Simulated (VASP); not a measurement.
All values below come from PBE GGA, VASP's PBE PAW potentials (set 64) (plane waves; VASP).

Input for VASP

### POSCAR
```
CuZn
1
    2.9242930000     0.0000000000     0.0000000000
    0.0000000000     2.9565710000     0.0000000000
    0.0000000000     0.0000000000     2.9631800000
Zn Cu
1 1
Direct
  0.5000000000   0.5000000000   0.5000000000
  0.0231320000   0.0000000000   0.0000000000
```

**KPOINTS**
```
kpoints
0
G
11 11 11
```

**INCAR**
```
! general
SYSTEM  = CuZn
PREC    = Accurate
ENCUT   = 520
LREAL   = .False.   ! projection in real space or not
LASPH   = .True.   ! aspherical one-centre terms

! electronic loop
EDIFF   = 1E-6
NELM    = 100
ALGO    = Normal   ! blocked Davidson
LMAXMIX = 4   ! l cut-off of mixed one-centre charges

! smearing
ISMEAR  = 1
SIGMA   = 0.1   ! width (eV)

! functional
GGA     = PE   ! PBE

! ions
ISIF    = 2

! output
LWAVE   = .False.
LCHARG  = .False.
```

POTCAR, in this order: Zn Cu (PBE.64 set). Program: vasp_std.

The run wrote:

**OSZICAR**
```
       N       E                     dE             d eps       ncg     rms          rms(c)
DAV:   1     0.111542873477E+03    0.11154E+03   -0.11657E+04  6688   0.255E+03
DAV:   2    -0.288797358936E+01   -0.11443E+03   -0.11148E+03  6522   0.328E+02
DAV:   3    -0.605996987232E+01   -0.31720E+01   -0.31530E+01  8090   0.735E+01
DAV:   4    -0.608068170195E+01   -0.20712E-01   -0.20709E-01  7538   0.526E+00
DAV:   5    -0.608095800610E+01   -0.27630E-03   -0.27630E-03  8657   0.646E-01    0.948E+00
DAV:   6    -0.591457551610E+01    0.16638E+00   -0.16962E+01  6926   0.109E+02    0.597E+00
DAV:   7    -0.500850172207E+01    0.90607E+00   -0.37815E+00  6845   0.104E+02    0.224E+00
DAV:   8    -0.501153342292E+01   -0.30317E-02   -0.18726E-01  8782   0.612E+00    0.126E+00
DAV:   9    -0.500203866379E+01    0.94948E-02   -0.21155E-02  7975   0.384E+00    0.521E-02
DAV:  10    -0.500205445282E+01   -0.15789E-04   -0.51559E-04  8314   0.347E-01    0.260E-02
DAV:  11    -0.500205782640E+01   -0.33736E-05   -0.15833E-05  9554   0.799E-02    0.136E-02
DAV:  12    -0.500205677435E+01    0.10521E-05   -0.80351E-07  4633   0.306E-02    0.175E-03
DAV:  13    -0.500205653496E+01    0.23939E-06   -0.66549E-07  4080   0.227E-02
   1 F= -.50020565E+01 E0= -.50018683E+01  d E =-.564569E-03
```

**OUTCAR**
```
------------------------ aborting loop because EDIFF is reached ----------------------------------------
  FORCE on cell =-STRESS in cart. coord.  units (eV):
  Direction    XX          YY          ZZ          XY          YZ          ZX
  --------------------------------------------------------------------------------------
  Total        0.4844851      0.4180139      0.3844674      0.0000000      0.0000000      0.0000000
  in kB       30.2986843     26.1417141     24.0437880      0.0000000      0.0000000      0.0000000
  external PRESSURE =      26.8280621 kB  Pullay stress =       0.0000000 kB
  volume of cell :       25.62
      direct lattice vectors                 reciprocal lattice vectors
     2.924293000  0.000000000  0.000000000     0.341962998  0.000000000  0.000000000
     0.000000000  2.956571000  0.000000000     0.000000000  0.338229659  0.000000000
     0.000000000  0.000000000  2.963180000     0.000000000  0.000000000  0.337475280
 POSITION                                       TOTAL-FORCE (eV/Angst)
 -----------------------------------------------------------------------------------
      1.46215      1.47829      1.48159         0.324215      0.000000      0.000000
      0.06764      0.00000      0.00000        -0.324215      0.000000      0.000000
 -----------------------------------------------------------------------------------
    total drift:                                0.000281      0.000000      0.000008
  FREE ENERGIE OF THE ION-ELECTRON SYSTEM (eV)
  ---------------------------------------------------
  free  energy   TOTEN  =        -5.0020565350 eV

  energy  without entropy=       -5.0014919663  energy(sigma->0) =       -5.00186835
```
(Selected blocks of OUTCAR.)

The compound is CuZn in the CsCl type structure. The cell was not relaxed at this level, atoms are displaced from their ideal sites. The run is one of a series of settings (ENCUT = 520 against the base run), some of them coarse on purpose. The electron count is odd and the run is not spin-polarised, which forces a metal.
